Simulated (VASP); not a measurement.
Consider the following.

```
CELL_PARAMETERS angstrom
      3.54981     0.00000     0.00000
     -1.77491     3.07423     0.00000
      0.00000     0.00000     6.33557
ATOMIC_POSITIONS crystal
  Ti 0.00000 0.00000 0.00000
  Se 0.33333 0.66667 0.23993
  Se 0.66667 0.33333 0.76007
```

Method: PBE GGA, VASP's PBE PAW potentials (set 64) (plane waves; VASP 6.6.1). Run with 300 eV cut-off, 11×11×5 Γ-centred mesh, Gaussian smearing of 0.10 eV, potentials Ti_sv Se.

At this cut-off the stress carries a Pulay error, which pulls relaxed volumes low.

Task: Estimate the energy per atom (σ→0), pressure, band gap (on the k-mesh) with the smallest direct gap where there is one.

Result: 
```json
{
 "band gap (on the k-mesh)": "none (metal, semimetal or under 0.01 eV)",
 "energy per atom (σ→0)": "-6.063 eV/atom",
 "pressure": "1.17 GPa"
}
```

Total energies compare only between runs with the same potentials, cut-off and functional.

The structure comes from a computed database's TiSe2 entry; how it stands against other phases isn't given here. The cell was not relaxed at this level.
